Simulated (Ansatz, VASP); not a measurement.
Two plane-wave programs on Ru2F

```
Ru F
1.0
    -1.79710    1.79710    2.40157
     1.79710   -1.79710    2.40157
     1.79710    1.79710   -2.40157
Ru F
2 1
Direct
  0.75000 0.25000 0.50000
  0.25000 0.75000 0.50000
  0.00000 0.00000 0.00000
```

Change from the starting cell: species swapped into the TiH2 type (I4/mmm, No. 139).

Alike in both runs: task single point; functional PBE; k mesh 6 × 6 × 6; occupations gaussian, width 0.1 eV; collinear spin.

|  | VASP | Ansatz |
| --- | --- | --- |
| version | VASP 6.6.1 | Ansatz 0.2.0 |
| potentials or method | VASP PAW PBE potentials, release 64 (Ru_pv, F) | scalar-relativistic, plane waves, PAW |
| plane-wave cutoff (eV) | 520 | 420 |
| valence electrons in the cell | 35 | 39 |

```csv
,VASP,Ansatz,Ansatz less VASP
gap on the k mesh at the Fermi level (eV),none,none,-
net moment per atom (μB),0.00,0.00,0.000
```

A gap of «none» marks a metal or a gap that the smearing closes. With one functional, cell and mesh, what is left measures potentials, basis and numerics. The two sets of potentials don't hold the same shells in valence. Ansatz warned: «seeded_moment_not_kept».

Caveats: the k mesh is coarse (spacing up to 0.41 Å⁻¹), so the values aren't converged.
